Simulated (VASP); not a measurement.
Here is a VASP 6.6.1 calculation.

The input INCAR:

```
SYSTEM = GaN
PREC     = Accurate       ! precision mode
ENCUT    = 520            ! plane-wave cutoff, eV
EDIFF    = 1E-6           ! SCF threshold, eV
ISMEAR   = 0              ! smearing method
SIGMA    = 0.03           ! smearing width, eV
LREAL    = .False.        ! projectors in reciprocal space
LASPH    = .True.         ! aspherical terms in the spheres
NELM     = 80             ! most SCF steps
ALGO     = Fast           ! electronic algorithm
ISIF     = 2              ! what is computed and relaxed
LWAVE    = .False.        ! write WAVECAR
LCHARG   = .False.        ! write CHGCAR
MAGMOM   = 0 0 0 0 0 0 0 0 0 0 0 0 ! initial moments
LORBIT   = 11             ! projections on sites
LSORBIT  = .True.         ! spin-orbit coupling
GGA_COMPAT= .False.      
GGA      = PE             ! functional
NBANDS   = 52             ! bands
```

The input KPOINTS:

```
regular mesh
0
Gamma
  9 9 4
  0 0 0
```

The input POSCAR:

```
GaN                                     
1.0
    3.2177254920      0.0000000000      0.0000000000
   -1.6088627460      2.7866320143      0.0000000000
    0.0000000000      0.0000000000      5.2440545536
  Ga              N             
     2     2
Direct
     0.3333333300000021    0.6666666699999979    0.9991860844999652
     0.6666666699999979    0.3333333300000021    0.4991860844999651
     0.3333333300000021    0.6666666699999979    0.3758139155000349
     0.6666666699999979    0.3333333300000021    0.8758139155000348
```

The input KPOINTS_OPT:

```
explicit points
96
Reciprocal
 0.0000000000  0.0000000000  0.0000000000 1
 0.0555555556  0.0000000000  0.0000000000 1
 0.1111111111  0.0000000000  0.0000000000 1
 0.1666666667  0.0000000000  0.0000000000 1
 0.2222222222  0.0000000000  0.0000000000 1
 0.2777777778  0.0000000000  0.0000000000 1
 0.3333333333  0.0000000000  0.0000000000 1
 0.3888888889  0.0000000000  0.0000000000 1
 0.4444444444  0.0000000000  0.0000000000 1
 0.5000000000  0.0000000000  0.0000000000 1
 0.5000000000  0.0000000000  0.0000000000 1
 0.4814814815  0.0370370370  0.0000000000 1
 0.4629629630  0.0740740741  0.0000000000 1
 0.4444444444  0.1111111111  0.0000000000 1
 0.4259259259  0.1481481481  0.0000000000 1
 0.4074074074  0.1851851852  0.0000000000 1
 0.3888888889  0.2222222222  0.0000000000 1
 0.3703703703  0.2592592592  0.0000000000 1
 0.3518518518  0.2962962963  0.0000000000 1
 0.3333333333  0.3333333333  0.0000000000 1
 0.3333333333  0.3333333333  0.0000000000 1
 0.2962962963  0.2962962963  0.0000000000 1
 0.2592592592  0.2592592592  0.0000000000 1
 0.2222222222  0.2222222222  0.0000000000 1
 0.1851851852  0.1851851852  0.0000000000 1
 0.1481481481  0.1481481481  0.0000000000 1
 0.1111111111  0.1111111111  0.0000000000 1
 0.0740740741  0.0740740741  0.0000000000 1
 0.0370370370  0.0370370370  0.0000000000 1
 0.0000000000  0.0000000000  0.0000000000 1
 0.0000000000  0.0000000000  0.0000000000 1
 0.0000000000  0.0000000000  0.0555555556 1
 0.0000000000  0.0000000000  0.1111111111 1
 0.0000000000  0.0000000000  0.1666666667 1
 0.0000000000  0.0000000000  0.2222222222 1
 0.0000000000  0.0000000000  0.2777777778 1
 0.0000000000  0.0000000000  0.3333333333 1
 0.0000000000  0.0000000000  0.3888888889 1
 0.0000000000  0.0000000000  0.4444444444 1
 0.0000000000  0.0000000000  0.5000000000 1
 0.0000000000  0.0000000000  0.5000000000 1
 0.0555555556  0.0000000000  0.5000000000 1
 0.1111111111  0.0000000000  0.5000000000 1
 0.1666666667  0.0000000000  0.5000000000 1
 0.2222222222  0.0000000000  0.5000000000 1
 0.2777777778  0.0000000000  0.5000000000 1
 0.3333333333  0.0000000000  0.5000000000 1
 0.3888888889  0.0000000000  0.5000000000 1
 0.4444444444  0.0000000000  0.5000000000 1
 0.5000000000  0.0000000000  0.5000000000 1
 0.5000000000  0.0000000000  0.5000000000 1
 0.4814814815  0.0370370370  0.5000000000 1
 0.4629629630  0.0740740741  0.5000000000 1
 0.4444444444  0.1111111111  0.5000000000 1
 0.4259259259  0.1481481481  0.5000000000 1
 0.4074074074  0.1851851852  0.5000000000 1
 0.3888888889  0.2222222222  0.5000000000 1
 0.3703703703  0.2592592592  0.5000000000 1
 0.3518518518  0.2962962963  0.5000000000 1
 0.3333333333  0.3333333333  0.5000000000 1
 0.3333333333  0.3333333333  0.5000000000 1
 0.2962962963  0.2962962963  0.5000000000 1
 0.2592592592  0.2592592592  0.5000000000 1
 0.2222222222  0.2222222222  0.5000000000 1
 0.1851851852  0.1851851852  0.5000000000 1
 0.1481481481  0.1481481481  0.5000000000 1
 0.1111111111  0.1111111111  0.5000000000 1
 0.0740740741  0.0740740741  0.5000000000 1
 0.0370370370  0.0370370370  0.5000000000 1
 0.0000000000  0.0000000000  0.5000000000 1
 0.5000000000  0.0000000000  0.5000000000 1
 0.5000000000  0.0000000000  0.4444444444 1
 0.5000000000  0.0000000000  0.3888888889 1
 0.5000000000  0.0000000000  0.3333333333 1
 0.5000000000  0.0000000000  0.2777777778 1
 0.5000000000  0.0000000000  0.2222222222 1
 0.5000000000  0.0000000000  0.1666666667 1
 0.5000000000  0.0000000000  0.1111111111 1
 0.5000000000  0.0000000000  0.0555555556 1
 0.5000000000  0.0000000000  0.0000000000 1
 0.3333333333  0.3333333333  0.0000000000 1
 0.3333333333  0.3333333333  0.0555555556 1
 0.3333333333  0.3333333333  0.1111111111 1
 0.3333333333  0.3333333333  0.1666666667 1
 0.3333333333  0.3333333333  0.2222222222 1
 0.3333333333  0.3333333333  0.2777777778 1
 0.3333333333  0.3333333333  0.3333333333 1
 0.3333333333  0.3333333333  0.3888888889 1
 0.3333333333  0.3333333333  0.4444444444 1
 0.3333333333  0.3333333333  0.5000000000 1
 0.0000000000  0.0000000000  0.0000000000 1
 0.0000000000  0.0000000000  0.5000000000 1
 0.3333333333  0.3333333333  0.5000000000 1
 0.3333333333  0.3333333333  0.0000000000 1
 0.5000000000  0.0000000000  0.5000000000 1
 0.5000000000  0.0000000000  0.0000000000 1
```

Potentials or basis: VASP PAW PBE potentials, release 64 (Ga_d, N).

The run is started by

```sh
$ cat potpaw_PBE.64/Ga_d/POTCAR potpaw_PBE.64/N/POTCAR > POTCAR
$ mpirun -np 1 vasp_ncl > vasp.out
```

Problem. Predict the pressure.

Solution. 0.1 GPa.

Forces in eV/Å, atoms in the order of the input:
```
Ga   0.000  0.000 -0.002
Ga   0.000  0.000 -0.002
N    0.000  0.000  0.002
N    0.000  0.000  0.002
```
